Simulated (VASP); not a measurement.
A run of VASP 6.6.1:

The input INCAR:

```
PREC = Accurate
ENCUT = 520
EDIFF = 1E-7
ISMEAR = -1
SIGMA = 0.05
LREAL = F
LASPH = T
NELM = 120
ALGO = Normal
ISIF = 2
LWAVE = F
LCHARG = F
ISPIN = 2
MAGMOM = 2
LORBIT = 11
LMAXMIX = 4
GGA = PS
NBANDS = 16
```

The input KPOINTS:

```
regular mesh
0
Gamma
  12 12 12
```

File POSCAR:

```
V
1.0
   -1.5169890000      1.5201330000      1.5775550000
    1.4987350000     -1.4780690000      1.5172360000
    1.5065820000      1.4676620000     -1.5354910000
V
1
Direct
    0.0102680000      0.0045550000     -0.0011910000
```

Potentials or basis: VASP PAW PBE potentials, release 64 (V_sv).

Command:

```console
$ cat potpaw_PBE.64/V_sv/POTCAR > POTCAR
$ mpirun -np 1 vasp_std > vasp.out
```

Hardware: 1 thread of Intel(R) Xeon(R) 6975P-C (Granite Rapids) (shared host).

**Question.** How long does it take, and how much memory?

**Answer.** Wall time 2.8 min on 1 thread of Intel(R) Xeon(R) 6975P-C (Granite Rapids) (shared host), peak memory 0.37 GiB. Counts: scf iterations 17, k points 868.
